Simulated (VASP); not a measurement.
**SrTiC2: equation of state with PBE**

SrTiC2:

```
CELL_PARAMETERS angstrom
3.77497 0.00000 0.00000
-1.88748 3.26922 0.00000
0.00000 0.00000 6.28402
ATOMIC_POSITIONS crystal
Sr 0.00000 0.00000 0.50000
Ti 0.00000 0.00000 0.00000
C 0.33333 0.66667 0.00000
C 0.66667 0.33333 0.00000
```

The cell was built by a generator and needn't be a form met in nature.

* Program: VASP 6.6.1
* Task: equation of state
* Functional: PBE
* Potentials or basis: VASP PAW PBE potentials, release 64 (Sr_sv, Ti_sv, C)
* Cutoff: 520 eV
* k mesh: 8 × 8 × 4
* Occupations: fermi-dirac, width 0.05 eV
* Spin: no spin polarisation

- Equilibrium volume: 19.23 Å³/atom
- Bulk modulus at fixed shape and positions: 67 GPa
- Pressure derivative of the bulk modulus: 4.1

Energy against volume, from the lowest point:
```csv
volume (Å³/atom),energy (meV/atom)
18.225,11.84
18.613,4.16
19.000,0.33
19.388,0.00
19.776,2.81
20.164,8.46
20.551,16.68
```

All runs of the series together: 7.1 min on 1 thread of Intel(R) Xeon(R) 6975P-C (Granite Rapids) (shared host).

Caveat: the cell was scaled at fixed shape and fractional positions, which overstates the stiffness of a crystal with free parameters, most of all of layers and chains.
